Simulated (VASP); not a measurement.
These are PBE GGA, VASP's PBE PAW potentials (set 64) (plane waves; VASP) values and carry that method's errors.

A VASP calculation is set up with these files.

**KPOINTS**
```
kpoints
0
Gamma
  1 1 1
0 0 0
```

### INCAR
```
SYSTEM=C36Si36
PREC=Normal; ENCUT=400; LREAL=Auto
LASPH=T
EDIFF=1E-6; NELM=100; NELMIN=4
ALGO=Fast
ISMEAR=0; SIGMA=0.05
GGA=PE
LWAVE=T; LCHARG=F; LORBIT=11
LVHAR=T
```

File POSCAR:
```
C36Si36
9.2819620
  0.4999999813  -0.8660253986   0.0000000000
  0.4999999813   0.8660253986   0.0000000000
  0.0000000000   0.0000000000   1.0911145089
Si C
36 36
Cartesian
  0.4999999813  -0.8660253986   0.0004153070
  0.0000000000   0.0000000000   0.5459725615
  0.1666664938  -0.0962249481   0.8191356142
  0.1666664938   0.0962249481   0.2735783597
  0.6666664750  -0.5773505544   0.0004153070
  0.1666664938   0.2886748442   0.5459725615
  0.3333329875   0.1924498961   0.8191356142
  0.3333334875   0.3849006583   0.2735783597
  0.8333334688  -0.2886748442   0.0004153070
  0.3333334875   0.5773505544   0.5459725615
  0.4999999813   0.4811256064   0.8191356142
  0.4999999813   0.6735755025   0.2735783597
  0.1666664938  -0.2886748442   0.0004153070
  0.6666664750   0.5773505544   0.5459725615
  0.3333334875  -0.3849006583   0.8191356142
  0.3333329875  -0.1924498961   0.2735783597
  0.3333329875  -0.0000000000   0.0004153070
  0.3333329875  -0.0000000000   0.5459725615
  0.4999999813  -0.0962258141   0.8191356142
  0.4999999813   0.0962258141   0.2735783597
  0.4999999813   0.2886757102   0.0004153070
  0.4999999813   0.2886757102   0.5459725615
  0.6666669750   0.1924498961   0.8191356142
  0.6666664750   0.3849006583   0.2735783597
  0.3333334875  -0.5773505544   0.0004153070
  0.8333334688   0.2886748442   0.5459725615
  0.4999999813  -0.6735755025   0.8191356142
  0.4999999813  -0.4811256064   0.2735783597
  0.4999999813  -0.2886757102   0.0004153070
  0.4999999813  -0.2886757102   0.5459725615
  0.6666664750  -0.3849006583   0.8191356142
  0.6666669750  -0.1924498961   0.2735783597
  0.6666669750   0.0000000000   0.0004153070
  0.6666669750   0.0000000000   0.5459725615
  0.8333334688  -0.0962249481   0.8191356142
  0.8333334688   0.0962249481   0.2735783597
  0.0000000000   0.0000000000   0.8869626023
  0.4999999813   0.8660253986   0.3414053478
  0.1666664938  -0.0962249481   0.6127922102
  0.1666664938   0.0962249481   0.0672349557
  0.1666664938   0.2886748442   0.8869626023
  0.1666664938   0.2886748442   0.3414053478
  0.3333329875   0.1924498961   0.6127922102
  0.3333334875   0.3849006583   0.0672349557
  0.3333334875   0.5773505544   0.8869626023
  0.3333334875   0.5773505544   0.3414053478
  0.4999999813   0.4811256064   0.6127922102
  0.4999999813   0.6735755025   0.0672349557
  0.1666664938  -0.2886748442   0.8869626023
  0.6666664750   0.5773505544   0.3414053478
  0.3333334875  -0.3849006583   0.6127922102
  0.3333329875  -0.1924498961   0.0672349557
  0.3333329875  -0.0000000000   0.8869626023
  0.3333329875  -0.0000000000   0.3414053478
  0.4999999813  -0.0962258141   0.6127922102
  0.4999999813   0.0962258141   0.0672349557
  0.4999999813   0.2886757102   0.8869626023
  0.4999999813   0.2886757102   0.3414053478
  0.6666669750   0.1924498961   0.6127922102
  0.6666664750   0.3849006583   0.0672349557
  0.3333334875  -0.5773505544   0.8869626023
  0.3333334875  -0.5773505544   0.3414053478
  0.4999999813  -0.6735755025   0.6127922102
  0.4999999813  -0.4811256064   0.0672349557
  0.4999999813  -0.2886757102   0.8869626023
  0.4999999813  -0.2886757102   0.3414053478
  0.6666664750  -0.3849006583   0.6127922102
  0.6666669750  -0.1924498961   0.0672349557
  0.6666669750   0.0000000000   0.8869626023
  0.6666669750   0.0000000000   0.3414053478
  0.8333334688  -0.0962249481   0.6127922102
  0.8333334688   0.0962249481   0.0672349557
```

POTCAR, in this order: Si C (PBE.64 set). Program: vasp_gam. Read from the step before: WAVECAR.

The supercell is sampled at Γ alone, which is coarse: total energies, pressure and levels can be off, energies of defects by several tenths of an eV.

Task: What does the run give for the energy per atom (σ→0)?

Result: 
```json
{
 "energy per atom (σ→0)": "-7.410 eV/atom"
}
```

File OSZICAR:
```
       N       E                     dE             d eps       ncg     rms          rms(c)
DAV:   1    -0.533509289157E+03   -0.53351E+03   -0.76121E-06   412   0.635E-03    0.285E-03
RMM:   2    -0.533509289152E+03    0.45475E-08   -0.11799E-06   233   0.241E-03    0.248E-03
RMM:   3    -0.533509289172E+03   -0.19645E-07   -0.29856E-07   250   0.109E-03    0.237E-03
RMM:   4    -0.533509289201E+03   -0.29140E-07   -0.53132E-08   147   0.542E-04
   1 F= -.53350929E+03 E0= -.53350929E+03  d E =-.774367E-14
```

The cell is a supercell, built from SiC (4h).
